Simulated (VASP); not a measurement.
Write the native input for VASP 6.6.1 that does the following.

```yaml
Task: single point
Functional: PBE
Potentials_or_basis: VASP PAW PBE potentials, release 64 (Cu, Br, Cl)
Cutoff: 520 eV
k_mesh: 2 × 2 × 2
Occupations: fermi-dirac, width 0.01 eV
Spin: no spin polarisation
Dipole_correction: no
Further_INCAR_settings: ALGO = Normal; EDIFF = 1e-06; NBANDS = 26
```

The structure of Cu2BrCl lies in POSCAR:

```
Cu2BrCl
1.0
    1.8555100000      1.0712800000      6.0475100000
   -1.8555100000      1.0712800000      6.0475100000
    0.0000000000     -2.1425600000      6.0475100000
Cu Br Cl
2 1 1
Direct
    0.2484000000      0.2484000000      0.2484000000
    0.7516000000      0.7516000000      0.7516000000
    0.0000000000      0.0000000000      0.0000000000
    0.5000000000      0.5000000000      0.5000000000
```

The cell comes from a database or a generator and needn't be the stable form of this composition.

These files were run (other wordings do the same):

INCAR

```
PREC = Accurate ; ENCUT = 520
EDIFF = 1E-6 ; ISMEAR = -1
SIGMA = 0.01 ; LREAL = False
LASPH = True ; NELM = 100
ALGO = Normal ; ISIF = 2
LWAVE = False ; LCHARG = True
GGA = PE ; LELF = True
LVHAR = True ; NBANDS = 26
```

KPOINTS

```
regular mesh
0
Gamma
  2 2 2
```

Potentials or basis: VASP PAW PBE potentials, release 64 (Cu, Br, Cl).

Command:

```console
$ cat potpaw_PBE.64/Cu/POTCAR potpaw_PBE.64/Br/POTCAR potpaw_PBE.64/Cl/POTCAR > POTCAR
$ mpirun -np 1 vasp_std > vasp.out
```

It gave:

The pressure is 5.8 GPa. The largest force is 0.109 eV/Å and the band gap on the k mesh is 0.13 eV, direct.

Caveat: the k mesh is coarse (spacing up to 0.99 Å⁻¹), so the values aren't converged.

Run time: 28 s on 1 thread of Intel(R) Xeon(R) Platinum 8488C (Sapphire Rapids), with other jobs on the host, peak memory 0.31 GiB.
